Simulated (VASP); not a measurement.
An input for Ansatz (written as the equivalent of a VASP run, and not itself run):

Ansatz 0.2 input:
```yaml
crystal:
  lattice:
    - [0.0000000, 2.9458750, 2.9097330]
    - [2.9896130, 0.0000000, 2.9097330]
    - [2.9896130, 2.9458750, 0.0000000]
  atoms:
    - { symbol: Al, position: [0.2500000, 0.2500000, 0.2500000] }
    - { symbol: Al, position: [0.7500000, 0.7500000, 0.7500000] }
    - { symbol: Pt, position: [-0.0152690, 0.0152690, 0.0152690] }
kpoints:
  mp_grid: { grid: [8, 8, 8] }
hamiltonian:
  xc: pbe
  pseudopotentials: { kind: paw }
scf:
  occupations: { method: methfessel_paxton, width: 0.1 }
  max_iter: 100
output: { forces: true, stress: true, eigenvalues: true }
```

Write the VASP files for the same calculation (PBE).

Several could match; the one computed here: 
File POSCAR:
```
PtAl2
1
    0.0000000000     2.9458750000     2.9097330000
    2.9896130000     0.0000000000     2.9097330000
    2.9896130000     2.9458750000     0.0000000000
Al Pt
2 1
Direct
  0.2500000000   0.2500000000   0.2500000000
  0.7500000000   0.7500000000   0.7500000000
 -0.0152690000   0.0152690000   0.0152690000
```

### KPOINTS
```
Automatic
0
gamma
 8 8 8
0 0 0
```

### INCAR
```
LMAXMIX=6   ! l cut-off of mixed one-centre charges
NELM=100   ! most electronic steps
LREAL=.FALSE.   ! projection in real space or not
SIGMA=0.1   ! width (eV)
SYSTEM=PtAl2
ALGO=Normal   ! blocked Davidson
ENCUT=520   ! plane-wave cut-off (eV)
PREC=Accurate
EDIFF=1E-6   ! SCF stop (eV)
GGA=PE   ! PBE
ISIF=2   ! forces and stress, cell fixed
ISMEAR=1   ! Methfessel-Paxton
LWAVE=.FALSE.
LASPH=.TRUE.   ! aspherical one-centre terms
LCHARG=.FALSE.
```

POTCAR, in this order: Al Pt (PBE.64 set). Program: vasp_std.

Limits of the translation: each code has its own PAW files, so the cut-off isn't converted (ENCUT is set for VASP's; basis.ecutwfc is left out, and Ansatz then takes the one that its files recommend); Ansatz stops its SCF on the density residual and VASP on the energy change (EDIFF).

The compound is PtAl2 in the fluorite structure. The cell was not relaxed at this level, atoms are displaced from their ideal sites. The run is one of a series of settings (ENCUT = 520 against the base run), some of them coarse on purpose.
